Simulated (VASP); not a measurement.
# Normal strain, stress and strain energy of Si under biaxial (110) strain within LDA

Silicon channels grown or bonded on a mismatched (110) substrate carry an in-plane strain that shifts their band edges and stores energy that can drive relaxation through defects. Designing such a layer requires its change in thickness, its stress and its stored energy at a given mismatch, and the strain up to which constant elastic moduli suffice. These quantities are calculated here with LDA for a static lattice, at in-plane strains from −2 % to +2 %. The normal stress is held at zero, as for a layer with a free surface. Strains and energies are measured against the relaxed LDA crystal, and tension is positive.

## Systems and settings

The start is a typed prototype cell. The crystal was relaxed with LDA. Equal strain is imposed in the (110) plane; the strain along the normal is adjusted until the normal stress vanishes, and the atoms are relaxed with LDA. VASP 6.6.1, plane waves with PAW, cutoff 450 eV, no spin polarisation, no spin-orbit coupling, k mesh 10×10×10, static lattice.

Notes on method and selection:

- Runs that did not converge, have known faults or may not be shown are not listed, and runs on Ansatz's PAW sets soft_1 and soft_2 are kept to separate tables.

Columns:

- strain (%): strain in the plane (tension positive).
- gap (eV): band gap on the k mesh at LDA.
- normal strain (%): strain along the normal.
- stress (GPa): mean of the normal stresses along the two in-plane directions, tension positive.
- strain energy (meV/atom): energy per atom above the relaxed crystal.

Input lines of one member:

```
PREC = Accurate
ENCUT = 450
EDIFF = 1E-07
NELM = 120
ISMEAR = 0
SIGMA = 0.02
LREAL = .FALSE.
ALGO = Normal
GGA = CA
NBANDS = 10
LORBIT = 11
KPAR = 2
IBRION = 1
NSW = 25
ISIF = 2
```

Command (options for logging and memory left out): `mpirun -np 2 vasp_std`

## Computed values

| member | strain (%) | gap (eV) | normal strain (%) | stress (GPa) | strain energy (meV/atom) |
| --- | --- | --- | --- | --- | --- |
| −2 % | −2.0 | 0.059 | 1.181 | −4.38 | 10.66 |
| −1.5 % | −1.5 | 0.195 | 0.868 | −3.26 | 5.99 |
| −1 % | −1.0 | 0.305 | 0.564 | −2.16 | 2.66 |
| −0.5 % | −0.5 | 0.386 | 0.274 | −1.08 | 0.67 |
| 0 % | 0.0 | 0.453 | 0.000 | 0.00 | 0.00 |
| +0.5 % | 0.5 | 0.410 | −0.259 | 1.05 | 0.63 |
| +1 % | 1.0 | 0.367 | −0.509 | 2.08 | 2.56 |
| +1.5 % | 1.5 | 0.326 | ? | ? | ? |
| +2 % | 2.0 | 0.286 | −0.967 | 4.07 | 10.18 |

Cells marked ? are withheld until the estimate has been made.

Least-squares fits to the members shown, with x = strain (%); R² and errors in the fitted variable (y, or ln y where the fit is in ln y):

| y | members | fit | R² | rms residual | leave-one-out rms | the same for the mean of the others |
| --- | --- | --- | --- | --- | --- | --- |
| normal strain (%) | 8 | y = 0.04292 − 0.5391 x | 1.00 | 0.041 | 0.067 | 0.77 |
| stress (GPa) | 8 | y = −0.06293 + 2.118 x | 1.00 | 0.058 | 0.097 | 3.0 |

## What drives the series

Tension in the plane thins the crystal along the normal, and compression thickens it. Between −0.5 % and +0.5 % the normal strain changes by (−0.259 − 0.274) / 1.0 = −0.533 per unit of in-plane strain, and the mean in-plane stress by (1.05 + 1.08) / 1.0 = 2.13 GPa per %, a biaxial modulus of 2.13 × 100 = 213 GPa.

Geometry accounts for the sign. Half of the bonds lie in the (110) plane and are stretched directly; the others are steep to it. Contraction along the normal offsets the stretch of the steep bonds, and the shift of the two atoms along the in-plane cubic axis shares the remaining stretch between the two kinds.

In a cubic crystal the sum of the normal stresses is 3B times the sum of the strains. The bulk modulus is therefore B = 2 × 213 / (3 × (2 − 0.533)) = 97 GPa. The two shear constants do not follow separately from a mean stress; that would take the stresses along the face diagonal and the cubic axis individually.

The strain energy is nearly quadratic, but 2 % compression costs 10.66 / 10.18 = 1.05 times as much as 2 % tension. Bonds that stiffen when shortened and soften when stretched give this sign.

Measured against the slopes at ±0.5 %, linear elasticity gives the stress within about 2 % of its value at ±1 % strain and within about 5 % at ±2 %. The normal strain departs sooner, by up to about 6 % of its value at ±1 % and 10 % at ±2 %. The change in layer thickness therefore needs a quadratic term at strains where a constant modulus still serves for the stress. The R² of 1.00 of the straight-line fits hides this curvature.

## A prediction

Plain estimates from the members shown:

- +1.5 %, fit at x = 1.5: −0.766 %
- +1.5 %, straight-line interpolation between +1 % and +2 %: w = (1.5 − 1.0) / (2.0 − 1.0) = 0.500, so −0.509 + 0.500 × (−0.967 − (−0.509)) = −0.738 %

The straight-line fit is unsuitable at +1.5 %, because its residuals are curvature rather than scatter: at +2 % it gives 0.04292 − 0.5391 × 2.0 = −1.035 %, against the calculated −0.967 %. Interpolation between the neighbours is closer, but it replaces a curved stretch by its chord.

The curvature is included by interpolating the ratio of normal to in-plane strain, which is equivalent to a parabola through the unstrained crystal and the two neighbours. The ratios are −0.509 / 1.0 = −0.509 at +1 % and −0.967 / 2.0 = −0.4835 at +2 %. Their mean is (−0.509 − 0.4835) / 2 = −0.496, and −0.496 × 1.5 = −0.744 %.

The same route can be tried on three calculated members:

- −1.5 %, from −1 % and −2 %: 0.866 %, against 0.868 %.
- −1 %, from −0.5 % and −1.5 %: (0.274 / 0.5 + 0.868 / 1.5) / 2 = 0.563 %, against 0.564 %.
- +1 %, from +0.5 % and +2 %, with double weight on the nearer member: (2 × (−0.259 / 0.5) − 0.967 / 2.0) / 3 = −0.507 %, against −0.509 %.

The typical miss is 0.002 %, which is taken as the error. All three results are slightly too small in size, but by amounts too close to the printed rounding to justify a correction. No further shift is applied, since structure and bonding change smoothly between the two neighbours.

**Committed estimate, +1.5 %: normal strain = −0.744 ± 0.002 %.**

## The withheld result

| member | strain (%) | gap (eV) | normal strain (%) | stress (GPa) | strain energy (meV/atom) |
| --- | --- | --- | --- | --- | --- |
| +1.5 % | 1.5 | 0.326 | −0.750 | 3.09 | 5.75 |

| member | estimate | normal strain (%) | computed | estimate − computed | miss in error bars |
| --- | --- | --- | --- | --- | --- |
| +1.5 % | committed | −0.744 | −0.750 | +0.006 | 3.0 |
| +1.5 % | fit | −0.766 | −0.750 | −0.016 |  |
| +1.5 % | interpolation | −0.738 | −0.750 | +0.012 |  |

The estimate of −0.744 % missed the computed −0.750 % by 0.006 %, three times its error bar. It was still closer than the interpolation, which missed by 0.012 %, and the straight-line fit, which missed by 0.016 %.

The argument for curvature held: both straight-line estimates were worse, and they erred in the expected directions. The error bar failed. It came from three trials on other members and left out the tolerance with which the normal stress is brought to zero.

That tolerance matters at +1.5 %. The computed value is exactly half the in-plane strain, −0.5 × 1.5 = −0.750 %, which is the starting value of the search. It was accepted because the remaining normal stress was small enough. This stress is slightly compressive, so exact zero stress lies at a somewhat smaller contraction, towards the estimate. With a normal stiffness of roughly 2 GPa per %, the whole miss corresponds to only 0.006 × 2 = 0.012 GPa. The miss therefore gives no reason to revise the elastic mechanism.

## Outliers

Least-squares fits to the whole series, with x = strain (%); R² and errors in the fitted variable (y, or ln y where the fit is in ln y):

| y | members | fit | R² | rms residual | leave-one-out rms | the same for the mean of the others |
| --- | --- | --- | --- | --- | --- | --- |
| normal strain (%) | 9 | y = 0.04467 − 0.5375 x | 1.00 | 0.039 | 0.056 | 0.78 |
| stress (GPa) | 9 | y = −0.06556 + 2.115 x | 1.00 | 0.055 | 0.080 | 3.1 |

Largest departures from the fit to the whole series:

| member | normal strain (%) | fit | computed − fit | in rms residuals |
| --- | --- | --- | --- | --- |
| +2 % | −0.967 | −1.030 | +0.063 | 1.6 |
| −2 % | 1.181 | 1.120 | +0.061 | 1.6 |
| 0 % | 0.000 | 0.045 | −0.045 | 1.2 |
| −0.5 % | 0.274 | 0.313 | −0.039 | 1.0 |

The largest departures from the straight line form a pattern. The members at −2 % and +2 % lie above it by 0.061 and 0.063 %, while those at 0 % and −0.5 % lie below it by 0.045 and 0.039 %. This is the signature of a quadratic term, not of faulty members.

A parabola through the members at −2, 0 and +2 % has the linear coefficient (−0.967 − 1.181) / 4 = −0.537 and the quadratic coefficient (1.181 − 0.967) / 8 = 0.0268, with both strains in %. It meets the other six members with an rms miss of about 0.003 %. The largest miss, 0.005 %, is at +1.5 %, where the search stopped at its starting value.

The positive quadratic term means that compression thickens the crystal more than equal tension thins it. Bonds that resist shortening more than lengthening would give this sign, and the larger strain energy on the compressive side is consistent with that.

## Conclusions and limits

Between −2 % and +2 %, the normal strain follows −0.537 x + 0.0268 x², with x the in-plane strain in %. A new member in this range, calculated with the same settings, can be estimated to about 0.003 %, or 0.005 % where the stress search stops early. These errors describe how well the parabola reproduces the LDA values, not how close those values are to measured silicon.

For a 50 nm layer that keeps a uniform tension of 1.2 %, the normal strain is −0.537 × 1.2 + 0.0268 × 1.2² = −0.606 %, so the layer thins by 50 × 0.606 / 100 = 0.30 nm. Scaling the strain energy at +1 % with the square of the strain gives a stored energy of 2.56 × 1.2² = 3.7 meV/atom. Both results require a layer free of misfit dislocations. The stored energy per area grows with thickness, so a sufficiently thick layer can lower its energy by forming them. Whether 50 nm is already too thick at this strain is not calculated here. If dislocations form, the strain left in the layer is smaller than the mismatch, and the thinning, stress and elastic energy fall with it. The strain to insert is therefore the one that remains in the layer.

The in-plane stress is larger along the face diagonal than along the cubic axis, and the modulus given here describes only their mean. For that mean a constant modulus remains serviceable: at +1.5 % it gives 2.13 × 1.5 = 3.20 GPa, against the computed 3.09 GPa.

The tables hold a single functional and a static lattice, so they give no measure of the error of LDA or of the effect of thermal vibration. Either can shift the modulus and the ratio of normal to in-plane strain, and the shift may be as large as the nonlinear corrections found here. For a real layer, the modulus and the strain ratio should be checked against measured elastic constants before corrections of a few per cent are relied on. Relief of the strain by dislocations can matter more than such corrections, because it changes the strain itself.

[Logs are printed without paths, hosts, clocks, repeated set-up lines and the standing remarks that a program may print on its own settings, such as how far it seeks lower states.]
